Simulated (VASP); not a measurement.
Input:

```xyz
2
Lattice="3.1137 0.0000 0.0000 0.0000 3.1137 0.0000 0.0000 0.0000 3.1137" Properties=species:S:1:pos:R:3 pbc="T T T"
Zn     1.5569     1.5569     1.5569
Au     0.0000     0.0000     0.0000
```

These are PBE GGA, VASP's PBE PAW potentials (set 64) (plane waves; VASP) values and carry that method's errors. Numerical set-up: 500 eV cut-off, 12×12×12 Γ-centred mesh, first-order Methfessel-Paxton smearing of 0.10 eV, potentials Zn Au.

Energy and stress use the plane-wave basis of the starting cell.

Problem. The ions, cell shape and volume at an external pressure of 20.0 GPa are relaxed. Give the cell that the relaxation ends in.

Solution. 
```xyz
2
Lattice="3.0605 0.0000 0.0000 0.0000 3.0605 0.0000 0.0000 0.0000 3.0605" Properties=species:S:1:pos:R:3 pbc="T T T"
Zn     1.5302     1.5302     1.5302
Au     0.0000     0.0000     0.0000
```
Space group Pm-3m (221), at a tolerance of 0.03 Å.

Problem. How do energy and volume change from the first to the last step?

Solution. The energy (σ→0) changes by +69.8 meV/atom and the volume by -5.0 %, in 4 ionic steps.

The compound is AuZn in the CsCl type structure. This run relaxes it under an external pressure of 20 GPa. Symmetry was kept, so distortions that lower it aren't found. The electron count is odd and the run is not spin-polarised, which forces a metal.
